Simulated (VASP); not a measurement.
# Si2B3 (R-3m) in VASP: notebook, part 2 of 2

VASP 6.6.1.

**3. Relaxation of cell and atoms, PBE**

This run uses another cell than the first one, of 10.18 Å³/atom, 0.804 times its volume.

Input file INCAR:

```
  PREC = Normal
  ENCUT = 520
  EDIFF = 1E-4
  ISMEAR = 0
  SIGMA = 0.15
  LREAL = F
  LASPH = T
  NELM = 60
  ALGO = Fast
  ISIF = 3
  LWAVE = F
  LCHARG = F
  GGA = PE
  IBRION = 2
  NSW = 24
  EDIFFG = -0.08
```

Input file KPOINTS:

```
Automatic mesh
0
Gamma
  7 7 7
```

Input file POSCAR:

```
Si2B3
1.0
    1.5000000000      0.8660254000      6.5333333300
   -1.5000000000      0.8660254000      6.5333333300
    0.0000000000     -1.7320508100      6.5333333300
Si B
2 3
Direct
    0.4000000000      0.4000000000      0.4000000000
    0.6000000000      0.6000000000      0.6000000000
    0.7880000000      0.7880000000      0.7880000000
    0.2120000000      0.2120000000      0.2120000000
    0.0000000000      0.0000000000      0.0000000000
```

Potentials or basis: VASP PAW PBE potentials, release 64 (Si, B).

Run with:

```
> cat potpaw_PBE.64/Si/POTCAR potpaw_PBE.64/B/POTCAR > POTCAR
> mpirun -np 1 vasp_std > vasp.out
```

OUTCAR:

```text
PREC = Normal
   ENCUT = 520
   EDIFF = 1E-4
   ISMEAR = 0
   LREAL = F
   LASPH = T
   NELM = 60
   ISIF = 3
   GGA = PE
   IBRION = 2
   NSW = 24
   EDIFFG = -0.08

 ion  position               nearest neighbor table
   1  0.400  0.400  0.400-   3 2.04   3 2.04   3 2.04   5 2.17   5 2.17   5 2.17   2 3.14   2 3.14
                             2 3.14
   2  0.600  0.600  0.600-   4 2.04   4 2.04   4 2.04   5 2.17   5 2.17   5 2.17   1 3.14   1 3.14
                             1 3.14
   3  0.788  0.788  0.788-   1 2.04   1 2.04   1 2.04
   4  0.212  0.212  0.212-   2 2.04   2 2.04   2 2.04
   5  0.000  0.000  0.000-   2 2.17   1 2.17   2 2.17   2 2.17   1 2.17   1 2.17

  LATTYP: Found a trigonal (rhomboedric) cell.
 ALAT       =     6.7590268822
 COS(alpha) =     0.9014982002

  Lattice vectors:

 A1 = (   1.5000000000,   0.8660254000,   6.5333333300)
[... 406 lines left out ...]
      4       7.1858      2.00000
      5       9.4651      1.64321
      6       9.4651      1.64321
      7      10.4874      0.00000
      8      11.0098      0.00000
      9      11.0098      0.00000
     10      14.0643      0.00000
     11      14.0643      0.00000
     12      14.8771      0.00000
[... 331 lines left out ...]
 k-point    24 :       0.4286    0.2857    0.1429
  band No.  band energies     occupation
      1      -4.4764      2.00000
      2      -2.8586      2.00000
      3       1.4250      2.00000
      4       5.5585      2.00000
      5       5.8657      2.00000
      6       6.0799      2.00000
      7       7.2152      2.00000
      8       8.3065      2.00000
      9      10.9352      0.00000
     10      12.6431      0.00000
     11      13.4649      0.00000
     12      14.9476      0.00000

 [... further k-points ...]

------------------------ aborting loop because EDIFF is reached ----------------------------------------

  FORCE on cell =-STRESS in cart. coord.  units (eV):
  Direction    XX          YY          ZZ          XY          YZ          ZX
  --------------------------------------------------------------------------------------
  -------------------------------------------------------------------------------------
  Total        0.0155891      0.0155891      0.2001007      0.0000000     -0.0000000     -0.0000000
  in kB        0.5456304      0.5456304      7.0036779      0.0000000     -0.0000000     -0.0000000
  external PRESSURE =       2.6983129 kB  Pullay stress =       0.0000000 kB
[... 20 lines left out ...]
  FREE ENERGIE OF THE ION-ELECTRON SYSTEM (eV)
  ---------------------------------------------------
  free  energy   TOTEN  =       -28.6133672725 eV

  energy  without entropy=      -28.5997695537  energy(sigma->0) =      -28.60656841

 reached required accuracy - stopping structural energy minimisation
```

Run time: 5.8 min. Hardware: 1 thread of Intel Xeon Platinum 8488C (Sapphire Rapids), shared host; peak memory 0.25 GiB.

Results:

```
Free energy                            : -28.6134 eV
Relaxed volume                         : 9.16 Å³/atom
Relaxed cell                           : a = 6.175 Å, b = 6.175 Å, c = 6.175 Å, α = 27.98°, β = 27.98°, γ = 27.98°
Space group after relaxing (to 0.05 Å) : R-3m (No. 166)
Energy gained by relaxing              : 585.8 meV/atom
Ionic steps                            : 21
Pressure after relaxing                : 0.3 GPa
Largest force after relaxing           : 0.036 eV/Å
Band gap on the k mesh                 : none (metal or under the smearing width)
```

Forces in eV/Å, atoms in the order of the input:
```
Si   0.000  0.000 -0.036
Si   0.000  0.000  0.036
B    0.000  0.000 -0.035
B    0.000  0.000  0.035
B    0.000  0.000  0.000
```

The path:
```tsv
step	energy change (eV)	largest force (eV/Å)	pressure (GPa)	volume (Å³)
1	0.0000	2.8118	3.43	50.92
2	-0.7339	2.2579	-10.33	52.51
3	-1.1612	1.8321	-19.05	54.29
4	-1.2121	1.2506	-22.66	57.67
5	-1.2965	1.6440	-22.29	55.98
6	-1.6980	1.5233	-20.16	54.37
7	-2.3326	0.8009	-10.36	50.28
8	-2.3666	0.9786	-5.06	48.77
9	-2.6230	0.8283	-3.17	47.95
10	-2.7716	0.6889	-0.27	47.07
11	-2.7178	1.0169	7.83	45.23
12	-2.8021	0.7779	2.29	46.39
13	-2.8406	0.5610	0.24	46.71
14	-2.8855	0.3204	-4.82	47.55
15	-2.8862	0.3632	-4.06	47.41
16	-2.9124	0.2646	-2.24	46.61
17	-2.9162	0.2348	-1.21	46.23
18	-2.9165	0.2378	-0.92	46.11
19	-2.9259	0.1422	0.46	45.72
20	-2.9268	0.1017	0.93	45.56
21	-2.9291	0.0364	0.27	45.78
```

Final structure:
```yaml
crystal:
  lattice:
    - [1.49278, 0.86185, 5.92997]
    - [-1.49278, 0.86185, 5.92997]
    - [0.00000, -1.72371, 5.92997]
  atoms:
    - { symbol: Si, position: [0.40020, 0.40020, 0.40020] }
    - { symbol: Si, position: [0.59980, 0.59980, 0.59980] }
    - { symbol: B, position: [0.82600, 0.82600, 0.82600] }
    - { symbol: B, position: [0.17400, 0.17400, 0.17400] }
    - { symbol: B, position: [0.00000, 0.00000, 0.00000] }
```

Levels at points of the mesh, in eV from the Fermi level:
```tsv
k point	band 7	band 8	band 9	band 10	band 11	band 12
(0.00, 0.00, 0.00)	0.92	1.45	1.45	4.50	4.50	5.31
```

Caveat: the relaxation stopped at a loose force limit of 0.08 eV/Å, so its end isn't a converged minimum.
